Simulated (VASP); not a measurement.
An input for Ansatz (written as the equivalent of a VASP run, and not itself run):

Ansatz 0.2 input:
```yaml
crystal:
  lattice:
    - [0.0000000, 2.4888000, 2.4888000]
    - [2.4888000, 0.0000000, 2.4888000]
    - [2.4888000, 2.4888000, 0.0000000]
  atoms:
    - { symbol: Y, position: [0.0000000, 0.0000000, 0.0000000] }
    - { symbol: N, position: [0.5000000, 0.5000000, 0.5000000] }
kpoints:
  mp_grid: { grid: [8, 8, 8] }
hamiltonian:
  xc: pbe
  pseudopotentials: { kind: paw }
scf:
  occupations: { method: gaussian, width: 0.05 }
  max_iter: 100
output: { forces: true, stress: true, eigenvalues: true }
```

### Question
Translate this input to VASP (INCAR, KPOINTS, POSCAR, choice of POTCAR).

### Answer
Several could match; the one computed here: 
**INCAR**
```
SYSTEM = YN
ISIF = 2   # forces and stress, cell fixed
LREAL = .FALSE.
ENCUT = 520
EDIFF = 1E-6   # SCF stop (eV)
GGA = PE   # PBE
ALGO = Normal   # blocked Davidson
LMAXMIX = 4   # l cut-off of mixed one-centre charges
BMIX = 1.0
IMIX = 4
LWAVE = .FALSE.
SIGMA = 0.05
ISMEAR = 0   # Gaussian
LASPH = .TRUE.   # aspherical one-centre terms
AMIX = 0.1
NELM = 100
PREC = Accurate
LCHARG = .FALSE.
```

**POSCAR**
```
YN
1
    0.0000000000     2.4888000000     2.4888000000
    2.4888000000     0.0000000000     2.4888000000
    2.4888000000     2.4888000000     0.0000000000
Y N
1 1
Direct
  0.0000000000   0.0000000000   0.0000000000
  0.5000000000   0.5000000000   0.5000000000
```

### KPOINTS
```
K-points
0
gamma
8 8 8
```

POTCAR, in this order: Y_sv N (PBE.64 set). Program: vasp_std.

Limits of the translation: each code has its own PAW files, so the cut-off isn't converted (ENCUT is set for VASP's; basis.ecutwfc is left out, and Ansatz then takes the one that its files recommend); Ansatz stops its SCF on the density residual and VASP on the energy change (EDIFF).

The compound is YN in the rock salt structure. The cell was not relaxed at this level. The run is one of a series of settings (AMIX = 0.1, BMIX = 1.0, IMIX = 4 against the base run), some of them coarse on purpose.
